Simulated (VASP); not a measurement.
All values below come from r2SCAN+rVV10, VASP's PBE PAW potentials (set 64) (plane waves; VASP).

The input files of a VASP run:

### POSCAR
```
CoGa
1
    2.8360772123     0.0000000000     0.0000000000
    0.0000000000     2.8360772123     0.0000000000
    0.0000000000     0.0000000000     2.8360772123
Ga Co
1 1
Direct
  0.5000000000   0.5000000000   0.5000000000
  0.0000000000   0.0000000000   0.0000000000
```

KPOINTS:
```
Automatic mesh
0
Gamma
13 13 13
0 0 0
```

INCAR:
```
! general
SYSTEM    =  CoGa
PREC      =  Accurate
ENCUT     =  520
LREAL     =  .FALSE.
LASPH     =  .TRUE.

! electronic loop
EDIFF     =  1E-7
NELM      =  100
ALGO      =  Normal
LMAXMIX   =  4
LMIXTAU   =  .TRUE.

! smearing
ISMEAR    =  1
SIGMA     =  0.1

! functional
METAGGA   =  R2SCAN
LUSE_VDW  =  .TRUE.
BPARAM    =  11.95
CPARAM    =  0.0093

! ions
ISIF      =  2

! output
LWAVE     =  .FALSE.
LCHARG    =  .FALSE.
```

POTCAR, in this order: Ga_d Co (PBE.64 set). Program: vasp_std.

Problem. What will the output report for the number of irreducible k-points (NKPTS), largest plane-wave count, number of space-group operations, FFT grid (NGX, NGY, NGZ)?

Solution. 
| Item | Result |
|---|---|
| number of irreducible k-points (NKPTS) | 84 |
| largest plane-wave count | 627 |
| number of space-group operations | 48 |
| FFT grid (NGX, NGY, NGZ) | 24 × 24 × 24 |

The compound is CoGa in the CsCl type structure. It was relaxed first. The run is not spin-polarised, so no magnetic state was tried.
